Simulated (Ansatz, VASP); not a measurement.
## Rb2As: VASP beside Ansatz

```
Rb As
1.0
     4.12003    0.00000    0.00000
     0.00000    4.12003    0.00000
     0.00000    0.00000    7.75640
Rb As
2 1
Direct
  0.50000 0.50000 0.76055
  0.50000 0.50000 0.23945
  0.00000 0.00000 0.00000
```

Alike in both runs: functional PBE; dispersion D3(BJ); k mesh 4 × 4 × 4; occupations gaussian, width 0.1 eV; no spin polarisation.

Ansatz relaxed the structure, and its values are those at the end. VASP's run is a single point on that final structure, the one shown.

|  | VASP | Ansatz |
| --- | --- | --- |
| version | VASP 6.6.1 | Ansatz 0.2.0 |
| potentials or method | VASP PAW PBE potentials, release 64 (Rb_sv, As) | scalar-relativistic, plane waves, PAW |
| plane-wave cutoff (eV) | 520 | 420 |
| valence electrons in the cell | 23 | 33 |

```tsv
	VASP	Ansatz	Ansatz less VASP
gap on the k mesh at the Fermi level (eV)	none	none	-
pressure (GPa)	0.0	0.0	-0.03
rms of the force components (eV/Å)	0.005	0.008	+0.0029
```

A gap of «none» marks a metal or a gap that the smearing closes. The two sets of potentials don't hold the same shells in valence.

Caveats: the k mesh is coarse (spacing up to 0.38 Å⁻¹), so the values aren't converged; pairwise dispersion overbinds metals, which lowers pressure and volume.
